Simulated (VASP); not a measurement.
Input:

```xyz
2
Lattice="0.0000 2.2127 2.2127 2.2127 0.0000 2.2127 2.2127 2.2127 0.0000" Properties=species:S:1:pos:R:3 pbc="T T T"
Nb     0.0000     0.0000     0.0000
C      2.2127     2.2127     2.2127
```

Computed with PBEsol GGA, VASP's PBE PAW potentials (set 64) (plane waves; VASP). Run with 620 eV cut-off, 14×14×14 Γ-centred mesh, first-order Methfessel-Paxton smearing of 0.10 eV, potentials Nb_sv C.

### Question
What does the run give for the energy per atom (σ→0), pressure, band gap (on the k-mesh) with the smallest direct gap where there is one?

### Answer

| Property | Value |
|---|---|
| band gap (on the k-mesh) | none (metal, semimetal or under 0.01 eV) |
| energy per atom (σ→0) | -10.927 eV/atom |
| pressure | 4.96 GPa |

Only differences to runs with the same potentials and settings are physical.

The compound is NbC in the rock salt structure. It was relaxed first under an external pressure of 5 GPa. The electron count is odd and the run is not spin-polarised, which forces a metal.
